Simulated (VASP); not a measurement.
Output of a VASP run:

**OSZICAR**
```
...
DAV:  21    -0.391873259749E+02   -0.30746E-06   -0.72718E-09   641   0.118E-03    0.391E-04
DAV:  22    -0.391873259969E+02   -0.22066E-07   -0.30588E-09   626   0.494E-04
   1 F= -.37788786E+02 E0= -.37790009E+02  d E =-.377888E+02
       N       E                     dE             d eps       ncg     rms          rms(c)
DAV:   1    -0.409043852612E+02   -0.17171E+01   -0.43041E+01  1317   0.898E+01    0.113E+01
DAV:   2    -0.391689746388E+02    0.17354E+01   -0.94264E+00  1480   0.413E+01    0.342E+00
DAV:   3    -0.390477691223E+02    0.12121E+00   -0.70891E-01  1481   0.806E+00    0.133E+00
DAV:   4    -0.390309696355E+02    0.16799E-01   -0.24872E-01  1644   0.467E+00    0.815E-01
DAV:   5    -0.390448653662E+02   -0.13896E-01   -0.28753E-02  1552   0.153E+00    0.758E-01
DAV:   6    -0.390461222184E+02   -0.12569E-02   -0.33255E-03  1302   0.687E-01    0.567E-01
DAV:   7    -0.390571466891E+02   -0.11024E-01   -0.37334E-02  1866   0.118E+00    0.163E-01
DAV:   8    -0.390574236004E+02   -0.27691E-03   -0.22764E-03  1327   0.430E-01    0.165E-01
DAV:   9    -0.390572373899E+02    0.18621E-03   -0.32716E-04  1396   0.228E-01    0.180E-01
DAV:  10    -0.390570194144E+02    0.21798E-03   -0.10059E-03  1460   0.288E-01    0.129E-01
DAV:  11    -0.390573929434E+02   -0.37353E-03   -0.49537E-04  1246   0.285E-01    0.119E-01
DAV:  12    -0.390573791177E+02    0.13826E-04   -0.70847E-05  1638   0.796E-02    0.497E-02
DAV:  13    -0.390573755480E+02    0.35697E-05   -0.16157E-05  1978   0.382E-02    0.238E-02
DAV:  14    -0.390573806743E+02   -0.51263E-05   -0.11711E-06  1232   0.150E-02    0.264E-02
DAV:  15    -0.390573794301E+02    0.12442E-05   -0.15718E-06  1267   0.166E-02    0.113E-02
DAV:  16    -0.390573791106E+02    0.31952E-06   -0.18198E-06  1553   0.162E-02    0.314E-03
DAV:  17    -0.390573791162E+02   -0.56289E-08   -0.16403E-07  1055   0.372E-03
   2 F= -.37791211E+02 E0= -.37792273E+02  d E =-.242515E-02
       N       E                     dE             d eps       ncg     rms          rms(c)
DAV:   1    -0.396224072799E+02   -0.56503E+00   -0.10460E+01  1357   0.475E+01    0.585E+00
DAV:   2    -0.392125555842E+02    0.40985E+00   -0.34454E+00  1483   0.240E+01    0.167E+00
DAV:   3    -0.391518515537E+02    0.60704E-01   -0.26973E-01  1448   0.547E+00    0.696E-01
DAV:   4    -0.391447085824E+02    0.71430E-02   -0.70673E-02  1576   0.199E+00    0.272E-01
DAV:   5    -0.391491114935E+02   -0.44029E-02   -0.25282E-02  1486   0.130E+00    0.324E-01
DAV:   6    -0.391507233122E+02   -0.16118E-02   -0.13614E-03  1515   0.360E-01    0.287E-01
DAV:   7    -0.391508372945E+02   -0.11398E-03   -0.51623E-03  1842   0.607E-01    0.113E-01
DAV:   8    -0.391529349413E+02   -0.20976E-02   -0.34572E-03  1357   0.636E-01    0.861E-02
DAV:   9    -0.391531279531E+02   -0.19301E-03   -0.39186E-04  1392   0.238E-01    0.714E-02
DAV:  10    -0.391531047066E+02    0.23246E-04   -0.35438E-05  1287   0.102E-01    0.408E-02
DAV:  11    -0.391531214228E+02   -0.16716E-04   -0.39308E-05  1644   0.604E-02    0.962E-03
DAV:  12    -0.391531219282E+02   -0.50544E-06   -0.27641E-06  1415   0.178E-02    0.686E-03
DAV:  13    -0.391531216280E+02    0.30016E-06   -0.42262E-07  1538   0.534E-03    0.299E-03
DAV:  14    -0.391531219038E+02   -0.27579E-06   -0.68335E-07  1350   0.924E-03    0.660E-04
DAV:  15    -0.391531218025E+02    0.10135E-06   -0.72989E-08   941   0.322E-03    0.405E-04
DAV:  16    -0.391531218209E+02   -0.18458E-07   -0.15330E-08   626   0.141E-03
   3 F= -.37824278E+02 E0= -.37825398E+02  d E =-.354928E-01
```

OUTCAR:
```
------------------------ aborting loop because EDIFF is reached ----------------------------------------
  FORCE on cell =-STRESS in cart. coord.  units (eV):
  Direction    XX          YY          ZZ          XY          YZ          ZX
  --------------------------------------------------------------------------------------
  Total        1.3206147      1.3206147      1.3206147     -0.0000000      0.0000000     -0.0000000
  in kB       49.6903806     49.6903806     49.6903806     -0.0000000      0.0000000     -0.0000000
  external PRESSURE =      -0.3096194 kB  Pullay stress =      50.0000000 kB
  volume of cell :       42.58
      direct lattice vectors                 reciprocal lattice vectors
     0.000000000  2.771584572  2.771584572    -0.180402217  0.180402217  0.180402217
     2.771584572 -0.000000000  2.771584572     0.180402217 -0.180402217  0.180402217
     2.771584572  2.771584572  0.000000000     0.180402217  0.180402217 -0.180402217
 POSITION                                       TOTAL-FORCE (eV/Angst)
 -----------------------------------------------------------------------------------
      0.00000      0.00000      0.00000        -0.000000      0.000000      0.000000
      2.77158      2.77158      2.77158         0.000000     -0.000000     -0.000000
 -----------------------------------------------------------------------------------
    total drift:                                0.000000      0.000000      0.000000
  FREE ENERGIE OF THE ION-ELECTRON SYSTEM (eV)
  ---------------------------------------------------
  free  energy   TOTEN  =       -39.1531218209 eV

  energy  without entropy=      -39.1564816181  energy(sigma->0) =      -39.15424175
  enthalpy is  TOTEN    =       -37.8242783623 eV   P V=        1.3288434587

 reached required accuracy - stopping structural energy minimisation
```
(Selected blocks of OUTCAR.)

### POSCAR
```
TiTe
1
   -0.0000000000     2.8192171736     2.8192171736
    2.8192171736    -0.0000000000     2.8192171736
    2.8192171736     2.8192171736     0.0000000000
Te Ti
1 1
Direct
  1.0000000000   1.0000000000   0.0000000000
  0.5000000000   0.5000000000   0.5000000000
```

Q: Reconstruct the remaining input files.

A: This is not unique; one that fits is the input of the run itself, r2SCAN meta-GGA, plane waves, VASP's PBE PAW potentials (set 64).

KPOINTS:
```
Automatic mesh
0
Gamma
10 10 10
0 0 0
```

INCAR:
```
# general
SYSTEM  = TiTe
PREC    = Accurate
ENCUT   = 480   # plane-wave cut-off (eV)
LREAL   = .FALSE.   # projection in real space or not
LASPH   = .TRUE.

# electronic loop
EDIFF   = 1E-7   # SCF stop (eV)
NELM    = 100
ALGO    = Normal   # blocked Davidson
LMAXMIX = 4   # l cut-off of mixed one-centre charges
LMIXTAU = .TRUE.

# smearing
ISMEAR  = 1   # Methfessel-Paxton
SIGMA   = 0.1

# functional
METAGGA = R2SCAN

# ions
IBRION  = 2
NSW     = 40   # most ionic steps
ISIF    = 3   # ions, shape and volume
EDIFFG  = -0.01   # ionic stop
PSTRESS = 50   # kbar

# output
LWAVE   = .FALSE.
LCHARG  = .FALSE.
```

POTCAR, in this order: Te Ti_sv (PBE.64 set). Program: vasp_std.

Energy and stress use the plane-wave basis of the starting cell.

The structure was generated: TiTe was put into the rocksalt type (Fm-3m), which need not be its known phase. This run relaxes it under an external pressure of 5 GPa. Symmetry was kept, so distortions that lower it aren't found. VASP warned that the highest band is occupied, so more bands are needed.
